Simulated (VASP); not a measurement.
```
CELL_PARAMETERS angstrom
      2.77440     0.00000     0.00000
      0.00000     2.77440     0.00000
      0.00000     0.00000     3.78420
ATOMIC_POSITIONS crystal
  Fe 0.00000 0.00000 0.00000
  Pt 0.50000 0.50000 0.50000
```
Starting moments (μB, in the order of the record's atoms Fe Pt): 3.0 0.0.

The base run (VASP): PBE GGA, plane waves, VASP's PBE PAW potentials (set 64). Settings: 400 eV cut-off, 12×12×9 Γ-centred mesh, first-order Methfessel-Paxton smearing of 0.10 eV, potentials Fe Pt.

One setting is varied; ΔE counts from the base run. The base run took about 40 core-seconds. Costs are core time on shared hosts, one run each; read them as rough ratios.

```csv
setting,cost over the base run,electronic steps,ΔE (meV/atom)
base run,reference,14,0.0
"AMIX = 0.2, BMIX = 0.0001, IMIX = 4",within a factor of 2,15,0.0
"AMIX = 0.6, BMIX = 0.0001, IMIX = 4",within a factor of 2,16,0.0
"AMIX = 0.1, BMIX = 0.0001, IMIX = 4",within a factor of 2,16,0.0
"AMIX = 0.1, BMIX = 3.0, IMIX = 4",within a factor of 2,21,0.0
"AMIX = 0.1, BMIX = 1.0, IMIX = 1",…,…,0.0
```

Fill in the missing entries.

- AMIX = 0.1, BMIX = 1.0, IMIX = 1, cost over the base run: about 3 times
- AMIX = 0.1, BMIX = 1.0, IMIX = 1, electronic steps: 53

Left out are runs that failed, have no time on record or changed the cell.

The compound is FePt in the L1_0 structure. The cell was not relaxed at this level.
